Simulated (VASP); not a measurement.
The input files of a VASP run:

KPOINTS:
```
kpoints
0
Gamma
 11 11 11
0 0 0
```

File POSCAR:
```
MgS
1
    0.0000000000     2.5945030000     2.5945030000
    2.5945030000     0.0000000000     2.5945030000
    2.5945030000     2.5945030000     0.0000000000
Mg S
1 1
Direct
  0.0000000000   0.0000000000   0.0000000000
  0.5000000000   0.5000000000   0.5000000000
```

### INCAR
```
EDIFF=1E-6   ! SCF stop (eV)
PREC=Accurate
ALGO=Normal   ! blocked Davidson
LWAVE=.False.
ISMEAR=0   ! Gaussian
SIGMA=0.05
ENCUT=300   ! plane-wave cut-off (eV)
LREAL=.False.
LCHARG=.False.
ISIF=2   ! forces and stress, cell fixed
GGA=PE
SYSTEM=MgS
NELM=100   ! most electronic steps
LASPH=.True.   ! aspherical one-centre terms
```

POTCAR, in this order: Mg S (PBE.64 set). Program: vasp_std.

Q: Translate this PBE calculation to Ansatz.

A: One equivalent input (not run):
Ansatz 0.2 input:
```yaml
crystal:
  lattice:
    - [0.0000000, 2.5945030, 2.5945030]
    - [2.5945030, 0.0000000, 2.5945030]
    - [2.5945030, 2.5945030, 0.0000000]
  atoms:
    - { symbol: Mg, position: [0.0000000, 0.0000000, 0.0000000] }
    - { symbol: S, position: [0.5000000, 0.5000000, 0.5000000] }
kpoints:
  mp_grid: { grid: [11, 11, 11] }
hamiltonian:
  xc: pbe
  pseudopotentials: { kind: paw }
scf:
  occupations: { method: gaussian, width: 0.05 }
  max_iter: 100
output: { forces: true, stress: true, eigenvalues: true }
```
The two are equivalent in intent, not identical: each code has its own PAW files, so the cut-off isn't converted (ENCUT is set for VASP's; basis.ecutwfc is left out, and Ansatz then takes the one that its files recommend); Ansatz stops its SCF on the density residual and VASP on the energy change (EDIFF).

The structure comes from a computed database's MgS entry; how it stands against other phases isn't given here. The cell was not relaxed at this level.
